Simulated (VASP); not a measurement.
Level of theory: r2SCAN meta-GGA, VASP's PBE PAW potentials (set 64) (plane waves; VASP).

Input for VASP

File POSCAR:
```
CuAu
1
    2.8754523218     0.0000000000    -0.0000000000
   -0.0000000000     2.8754523218    -0.0000000000
    0.0000000000     0.0000000000     3.5010732150
Cu Au
1 1
Direct
  0.0000000000   0.0000000000   0.0000000000
  0.5000000000   0.5000000000   0.5000000000
```

INCAR:
```
ALGO = Normal   ! blocked Davidson
EDIFF = 1E-7
ENCUT = 480
LMAXMIX = 6   ! l cut-off of mixed one-centre charges
NELM = 100   ! most electronic steps
METAGGA = R2SCAN
LMIXTAU = .TRUE.
SYSTEM = CuAu
PREC = Accurate
LCHARG = .FALSE.
SIGMA = 0.1
EDIFFG = -0.01   ! ionic stop
ISMEAR = 1
LWAVE = .FALSE.
LREAL = .FALSE.   ! projection in real space or not
IBRION = 2   ! conjugate gradients
PSTRESS = 10   ! kbar
LASPH = .TRUE.   ! aspherical one-centre terms
NSW = 40   ! most ionic steps
ISIF = 3
```

### KPOINTS
```
Regular mesh
0
G
  12 12 10
```

POTCAR, in this order: Cu Au (PBE.64 set). Program: vasp_std.

The run wrote:

OUTCAR:
```
 ion  position               nearest neighbor table
   1  0.000  0.000  0.000-   2 2.68   2 2.68   2 2.68   2 2.68   2 2.68   2 2.68   2 2.68   2 2.68
  LATTYP: Found a simple tetragonal cell.
 ALAT       =     2.8754523218
 C/A-ratio  =     1.2175730366
 Subroutine PRICEL returns:
 Original cell was already a primitive cell.
 Subroutine GETGRP returns: Found 16 space group operations
The static configuration has the point symmetry D_4h.
The dynamic configuration has the point symmetry D_4h.
 Subroutine INISYM returns: Found 16 space group operations
 Subroutine IBZKPT returns following result:
 Found    168 irreducible k-points:

 Following reciprocal coordinates:
            Coordinates               Weight
  0.000000  0.000000  0.000000      1.000000
  0.083333  0.000000  0.000000      4.000000
  0.166667  0.000000  0.000000      4.000000
  0.250000  0.000000  0.000000      4.000000
  0.333333  0.000000  0.000000      4.000000
  0.416667  0.000000  0.000000      4.000000
  0.500000  0.000000  0.000000      2.000000
  0.083333  0.083333  0.000000      4.000000
  0.166667  0.083333  0.000000      8.000000
  0.250000  0.083333  0.000000      8.000000
  0.333333  0.083333  0.000000      8.000000
  0.416667  0.083333  0.000000      8.000000
  0.500000  0.083333  0.000000      4.000000
  0.166667  0.166667  0.000000      4.000000
  0.250000  0.166667  0.000000      8.000000
  0.333333  0.166667  0.000000      8.000000
  0.416667  0.166667  0.000000      8.000000
  0.500000  0.166667  0.000000      4.000000
  0.250000  0.250000  0.000000      4.000000
  0.333333  0.250000  0.000000      8.000000
  0.416667  0.250000  0.000000      8.000000
  0.500000  0.250000  0.000000      4.000000
  0.333333  0.333333  0.000000      4.000000
  0.416667  0.333333  0.000000      8.000000
...
```

OSZICAR:
```
       N       E                     dE             d eps       ncg     rms          rms(c)
DAV:   1     0.700574387413E+02    0.70057E+02   -0.11186E+04  5244   0.203E+03
DAV:   2    -0.631806071404E+02   -0.13324E+03   -0.12729E+03  5201   0.332E+02
DAV:   3    -0.678196241470E+02   -0.46390E+01   -0.45705E+01  6307   0.734E+01
DAV:   4    -0.678722391861E+02   -0.52615E-01   -0.52595E-01  5803   0.661E+00
DAV:   5    -0.678740297076E+02   -0.17905E-02   -0.17905E-02  7619   0.134E+00    0.119E+01
DAV:   6    -0.621033970896E+02    0.57706E+01   -0.14830E+01  5250   0.103E+02    0.683E+00
DAV:   7    -0.615658708985E+02    0.53753E+00   -0.38555E+00  5838   0.945E+01    0.551E+00
DAV:   8    -0.615480374230E+02    0.17833E-01   -0.17396E-01  7632   0.103E+01    0.296E+00
DAV:   9    -0.615511071840E+02   -0.30698E-02   -0.37313E-02  6688   0.398E+00    0.338E-01
DAV:  10    -0.615504209182E+02    0.68627E-03   -0.12085E-02  6189   0.175E+00    0.746E-02
DAV:  11    -0.615518142095E+02   -0.13933E-02   -0.40875E-03  5752   0.115E+00    0.813E-02
DAV:  12    -0.615524862214E+02   -0.67201E-03   -0.50248E-04  6731   0.310E-01    0.421E-02
DAV:  13    -0.615525009908E+02   -0.14769E-04   -0.17279E-04  6493   0.315E-01    0.808E-03
DAV:  14    -0.615525193874E+02   -0.18397E-04   -0.13170E-05  5838   0.462E-02    0.213E-03
DAV:  15    -0.615525199722E+02   -0.58476E-06   -0.41506E-07  6179   0.701E-03    0.132E-03
DAV:  16    -0.615525199716E+02    0.57116E-09   -0.34496E-07  5887   0.732E-03
   1 F= -.61371843E+02 E0= -.61371885E+02  d E =-.613718E+02
```

**OUTCAR**
```
------------------------ aborting loop because EDIFF is reached ----------------------------------------
  FORCE on cell =-STRESS in cart. coord.  units (eV):
  Direction    XX          YY          ZZ          XY          YZ          ZX
  --------------------------------------------------------------------------------------
  Total        0.1662109      0.1662109      0.1864634      0.0000000     -0.0000000     -0.0000000
  in kB        9.1993382      9.1993382     10.3202618      0.0000000     -0.0000000     -0.0000000
  external PRESSURE =      -0.4270206 kB  Pullay stress =      10.0000000 kB
  volume of cell :       28.95
      direct lattice vectors                 reciprocal lattice vectors
     2.875452322  0.000000000  0.000000000     0.347771372  0.000000000  0.000000000
     0.000000000  2.875452322  0.000000000     0.000000000  0.347771372  0.000000000
     0.000000000  0.000000000  3.501073215     0.000000000  0.000000000  0.285626703
 POSITION                                       TOTAL-FORCE (eV/Angst)
 -----------------------------------------------------------------------------------
      0.00000      0.00000      0.00000         0.000000      0.000000      0.000000
      1.43773      1.43773      1.75054         0.000000      0.000000      0.000000
 -----------------------------------------------------------------------------------
    total drift:                                0.000000      0.000000     -0.000000
  FREE ENERGIE OF THE ION-ELECTRON SYSTEM (eV)
  ---------------------------------------------------
  free  energy   TOTEN  =       -61.5525199716 eV

  energy  without entropy=      -61.5526453692  energy(sigma->0) =      -61.55256177
  enthalpy is  TOTEN    =       -61.3718429377 eV   P V=        0.1806770339

 reached required accuracy - stopping structural energy minimisation
```
(Selected blocks of OUTCAR.)

The compound is CuAu in the L1_0 structure. It was relaxed first under an external pressure of 1 GPa.
